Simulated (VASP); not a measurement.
## How uniaxial stress along [111] changes C

Strain engineering needs slopes: what does uniaxial stress along [111] do to the lattice and the band edges of C?

Method: LDA; plane waves and PAW (C), in the first sound run; inputs show where later runs differ, in VASP 6.6.1.

This is a report of a sequence of runs, with most program output left out.

## (1) The starting structure

Symmetry: Fd-3m, No. 227, cubic system. The conventional cell has a = 3.567 Å, b = 3.567 Å, c = 3.567 Å, α = 90.00°, β = 90.00°, γ = 90.00°. C has 4 C at 1.54 Å nearest.

As a file:

```xyz
2
Lattice="0.0000 1.7835 1.7835 1.7835 0.0000 1.7835 1.7835 1.7835 0.0000" Properties=species:S:1:pos:R:3 pbc="T T T"
C     0.0000    0.0000    0.0000
C     0.8918    0.8918    0.8918
```

## (2) Relax the crystal, LDA

The series starts from the cell that this level prefers, so that zero strain is near zero stress.

This step took 2 runs in a row; the last is shown.

Level: LDA; plane waves and PAW (C).

INCAR reads:

```
SYSTEM = C
PREC = Accurate
ENCUT = 600
EDIFF = 1E-07
NELM = 120
ISMEAR = 0
SIGMA = 0.02
LREAL = .FALSE.
ALGO = Normal
GGA = CA
NBANDS = 10
LASPH = .TRUE.
LORBIT = 11
LWAVE = .FALSE.
LCHARG = .FALSE.
KPAR = 12
IBRION = 2
NSW = 40
ISIF = 3
EDIFFG = -0.005
POTIM = 0.4
```

POSCAR reads:

```
C
1.0
    0.0000000000      1.7668691223      1.7668691223
    1.7668691223      0.0000000000      1.7668691223
    1.7668691223      1.7668691223      0.0000000000
C
2
Direct
    0.0000000000      0.0000000000      0.0000000000
    0.2500000000      0.2500000000      0.2500000000
```

KPOINTS reads:

```
Automatic mesh
0
Gamma
14 14 14
0 0 0
```

PAW data sets: C (LDA family, release 64).

The run is started by

```console
> mpirun -np 12 vasp_std
```

Run time: 2.6 s. Hardware: 12 MPI ranks of Intel Xeon Platinum 8488C (Sapphire Rapids), shared host; peak memory 1.3 GiB.

Read from the output:

* energy(sigma→0) of the program: -20.2522 eV
* stress, compression positive: 0.04 along [111], 0.04 across it (mean), GPa
* volume: 11.032 Å³
* ionic steps: 1

## (3) Strain across the axis, LDA

One member in full: the axis is strained by -1 %, and the two directions across it are strained alike until their mean stress is under 0.012 GPa or five steps are spent.

This step took 3 runs, each at a new trial strain with the atoms of the one before; the last is shown.

Level: LDA; plane waves and PAW (C).

Edit INCAR of step 2 so:

```diff
@@ -15,7 +15,7 @@
 LCHARG = .FALSE.
-KPAR = 12
-IBRION = 2
-NSW = 40
-ISIF = 3
-EDIFFG = -0.005
-POTIM = 0.4
+KPAR = 3
+IBRION = 1
+NSW = 25
+ISIF = 2
+EDIFFG = -0.004
+POTIM = 0.3
```

POSCAR reads:

```
C
1.0
   -0.0124782680      1.7554395650      1.7554395650
    1.7554395650     -0.0124782680      1.7554395650
    1.7554395650      1.7554395650     -0.0124782680
C
2
Direct
    0.9998680651      0.9998680651      0.9998680651
    0.2501319349      0.2501319349      0.2501319349
```

KPOINTS is that of step 2.

The run is started by

```console
> mpirun -np 3 vasp_std
```

It took 12 s on 3 MPI ranks; peak memory 0.39 GiB.

Read from the output:

* energy(sigma→0) of the program: -20.2473 eV
* stress, compression positive: 12.91 along [111], 0.00 across it (mean), GPa
* ionic steps: 1

## (4) Band edges, TB-mBJ with spin-orbit coupling

Short lines in KPOINTS_OPT sample the zone centre along and across the axis, for masses, and the other valleys.

Level: TB-mBJ, spin-orbit coupling; plane waves and PAW (C).

TB-mBJ has no energy functional, so the total energy, stress and pressure in this output mean nothing.

INCAR reads:

```
SYSTEM = C
PREC = Accurate
ENCUT = 600
EDIFF = 1E-06
NELM = 150
ISMEAR = 0
SIGMA = 0.02
LREAL = .FALSE.
ALGO = Normal
METAGGA = MBJ
LASPH = .TRUE.
LNONCOLLINEAR = .TRUE.
MAGMOM = 0 0 0 0 0 0
NBANDS = 18
GGA_COMPAT = .FALSE.
LSORBIT = .TRUE.
LWAVE = .FALSE.
LCHARG = .FALSE.
KPAR = 3
```

POSCAR is that of step 3.

KPOINTS reads:

```
Automatic mesh
0
Gamma
11 11 11
0 0 0
```

KPOINTS_OPT reads:

```
Line mode
6
Line-mode
Reciprocal
  0.00000000   0.00000000   0.00000000
  0.01607308   0.01607308   0.01607308

  0.00000000   0.00000000   0.00000000
 -0.00994803   0.00994803  -0.00000000

  0.31000000   0.31000000   0.00000000
  0.50000000   0.50000000   0.00000000

  0.00000000   0.31000000   0.31000000
  0.00000000   0.50000000   0.50000000

  0.45000000   0.45000000   0.45000000
  0.50000000   0.50000000   0.50000000

  0.45000000   0.00000000   0.00000000
  0.50000000   0.00000000   0.00000000

  0.42500000   0.42500000   0.00000000
  0.42490070   0.43896934   0.01396934

  0.50000000   0.50000000   0.50000000
  0.49005197   0.50994803   0.50000000
```

The run is started by

```console
> mpirun -np 3 vasp_ncl
```

Elapsed: 2.2 min, on 3 MPI ranks; peak memory 0.67 GiB.

## (5) Band edges, r2SCAN with spin-orbit coupling

Level: r2SCAN, spin-orbit coupling; plane waves and PAW (C).

Edit INCAR of step 4 so:

```diff
@@ -4,3 +4,3 @@
 EDIFF = 1E-06
-NELM = 150
+NELM = 100
 ISMEAR = 0
@@ -9,3 +9,3 @@
 ALGO = Normal
-METAGGA = MBJ
+METAGGA = R2SCAN
 LASPH = .TRUE.
```

POSCAR is that of step 4.

KPOINTS is that of step 4.

KPOINTS_OPT is that of step 4.

The run is started by

```console
> mpirun -np 3 vasp_ncl
```

It took 2.8 min on 3 MPI ranks; peak memory 0.66 GiB.

Read from the output:

- energy(sigma→0) of the program: -37.6089 eV
- stress, compression positive: 23.19 along [111], 9.73 across it (mean), GPa

The run ends at a pressure of 14.22 GPa, with forces up to 0.0089 eV/Å.

## (6) The table

Runs beyond LDA use the data sets made with LDA; this shifts their levels slightly, and their total energies have another zero (at TB-mBJ, which has no energy functional, they mean nothing).

The other members went through these steps as far as the tables show, with the same cutoff and, step by step, the same mesh; 43 runs are not shown. The session took 2.5 core hours (wall time by ranks) on a shared machine.

| strain along the axis (%) | strain across the axis (%) | stress along the axis, tension positive (GPa) | energy above the unstrained row (meV/atom) | gap on the mesh, LDA (eV) |
| --- | --- | --- | --- | --- |
| -2.000 | 0.122 | -26.505 | 9.508 | 4.123 |
| -1.500 | 0.090 | -19.631 | 5.390 | 4.141 |
| -1.000 | 0.059 | -12.913 | 2.449 | 4.153 |
| -0.500 | 0.030 | -6.380 | 0.660 | 4.162 |
| 0 | 0.004 | -0.033 | 0.000 | 4.166 |
| 0.500 | -0.024 | 6.124 | 0.382 | 4.147 |
| 1.000 | -0.049 | 12.106 | 1.812 | 4.128 |
| 1.500 | -0.074 | 17.893 | 4.265 | 4.107 |
| 2.000 | -0.098 | 23.487 | 7.706 | 4.085 |

Slopes at zero strain, from cubics through all rows: strain ratio -0.054, stress over strain 1251 GPa.

Band edges at TB-mBJ with spin-orbit coupling, counted from the valence-band top at Γ, spin-orbit pairs averaged, with one row partly withheld:

| strain along the axis (%) | gap (eV) | conduction band at Γ (eV) | Δ or X valley along z (eV) | Δ or X valley along x (eV) | lowest conduction level at L, [111] (eV) | lowest conduction level at L, [-111] (eV) | second valence level below the top (eV) | third valence level below the top (eV) |
| --- | --- | --- | --- | --- | --- | --- | --- | --- |
| -2.000 | 4.934 | 6.483 | 4.931 | 4.931 | 9.352 | 9.498 | 0.104 | 0.112 |
| -1.500 | 4.956 | 6.538 | 4.954 | 4.954 | ? | 9.529 | 0.071 | 0.080 |
| -1.000 | 4.971 | 6.591 | 4.970 | 4.970 | 9.534 | 9.559 | 0.044 | 0.053 |
| -0.500 | 4.983 | 6.642 | 4.982 | 4.982 | 9.585 | 9.590 | 0.020 | 0.029 |
| 0 | 4.988 | 6.687 | 4.987 | 4.987 | 9.615 | 9.615 | 0.000 | 0.012 |
| 0.500 | 4.971 | 6.576 | 4.969 | 4.969 | 9.624 | 9.492 | 0.006 | 0.029 |
| 1.000 | 4.955 | 6.453 | 4.953 | 4.953 | 9.634 | 9.335 | 0.007 | 0.042 |
| 1.500 | 4.936 | 6.327 | 4.935 | 4.935 | 9.643 | 9.176 | 0.007 | 0.056 |
| 2.000 | 4.918 | 6.199 | 4.916 | 4.916 | 9.651 | 9.018 | 0.007 | 0.067 |

Band edges at r2SCAN with spin-orbit coupling, counted from the valence-band top at Γ, spin-orbit pairs averaged:

| strain along the axis (%) | gap (eV) | conduction band at Γ (eV) | Δ or X valley along z (eV) | Δ or X valley along x (eV) | lowest conduction level at L, [111] (eV) | lowest conduction level at L, [-111] (eV) | second valence level below the top (eV) | third valence level below the top (eV) |
| --- | --- | --- | --- | --- | --- | --- | --- | --- |
| -2.000 | 4.334 | 5.691 | 4.333 | 4.333 | 8.839 | 8.869 | 0.096 | 0.106 |
| -1.500 | 4.353 | 5.746 | 4.354 | 4.354 | 8.880 | 8.897 | 0.066 | 0.076 |
| -1.000 | 4.366 | 5.799 | 4.367 | 4.367 | 8.917 | 8.926 | 0.041 | 0.051 |
| -0.500 | 4.375 | 5.851 | 4.376 | 4.376 | 8.950 | 8.954 | 0.018 | 0.029 |
| 0 | 4.377 | 5.896 | 4.378 | 4.378 | 8.978 | 8.979 | 0.000 | 0.013 |
| 0.500 | 4.358 | 5.784 | 4.359 | 4.359 | 8.987 | 8.888 | 0.007 | 0.029 |
| 1.000 | 4.340 | 5.658 | 4.341 | 4.341 | 8.997 | 8.771 | 0.008 | 0.041 |
| 1.500 | 4.320 | 5.530 | 4.320 | 4.320 | 9.005 | 8.639 | 0.008 | 0.055 |
| 2.000 | 4.298 | 5.399 | 4.299 | 4.299 | 9.013 | 8.496 | 0.008 | 0.067 |

## (7) Working out the slope

The quantity to fit is the splitting of the lowest conduction levels at the L points ([111] less [-111]) at TB-mBJ with spin-orbit coupling: -0.146, -0.026, -0.005, 0.000, 0.133, 0.299, 0.467, 0.634 eV in the rows shown.

A least-squares parabola through the 8 rows shown, with d the strain along the axis less the strain across it, in %: E = 0.04601 d² + 0.1796 d + 0.05366 (eV), r.m.s. residual 0.033 eV.

At d = -1.590 this predicts -0.1156 eV.

## (8) The withheld row

The calculation gives -0.0837 eV, so the prediction is 0.0319 eV too low, within twice the residual of the fit.

The rows do not lie on one parabola (a picked bound of 1 % of their span for the r.m.s. residual). Levels that cross, a degenerate level that splits or an edge that moves to another point can do that; which it is was not traced. So the linear term is no slope at zero strain, and none is listed.

## (9) Summary of results

```yaml
poisson_ratio: 0.054
young_s_modulus_along_the_axis: 1251 GPa
gap_of_the_unstrained_cell_tb_mbj_with_spin_orbit_coupling: 4.99 eV
gap_of_the_unstrained_cell_r2scan_with_spin_orbit_coupling: 4.38 eV
error_of_the_predicted_row: -31.9 meV
```

**Reading.** As a check, the curvature of the energy gives 1243 GPa for the same modulus (energy per volume = E/2 × strain²), 1 % from the slope of the stress. The energy also has a linear term worth 0.80 GPa that the stress column lacks, a mark of the finite basis. At TB-mBJ with spin-orbit coupling the lowest conduction valley is Δ or X throughout, and the gap runs between 4.92 and 4.99 eV. At r2SCAN with spin-orbit coupling the lowest conduction valley is Δ or X throughout, and the gap runs between 4.30 and 4.38 eV. Hole masses are left out throughout, since the top bands are degenerate or cross in many series; of conduction masses, those of the Γ, L and (for Si and Ge under (001) strain) Δ valleys are kept where they change by under an eighth between rows. A measured gap of unstrained C is 5.5 eV (arxiv:1902.02958, band gap, experimental literature value, temperature not given); the static gaps here belong to the lattice relaxed at LDA. TB-mBJ is a potential fitted for gaps; it has no energy functional, so its total energies and forces mean nothing, and its bands tend to come out too narrow. r2SCAN opens gaps somewhat over GGA but leaves them below measured values as a rule. Δ or X levels are the lowest on their line, refined by a parabola unless they lie at X; the gap is read from all points sampled and can differ from the lowest valley by some meV, or by tens of meV where strain moves the valence top off Γ. Temperature, zero-point motion and excitons are left out.

[Lines on the potential files, build, host, timing and source positions are cut from VASP's logs without a mark.]

[Logs are printed without paths, hosts, clocks, repeated set-up lines and the standing remarks that a program may print on its own settings, such as how far it seeks lower states.]

[Hosts, paths, dates, database ids (printed as entryN), source tags and the programs' standing remarks are cut or masked in the printed files.]

[In band tables of VASP the shares of atoms and orbitals are scaled to a sum of 1 inside the atoms' spheres.]
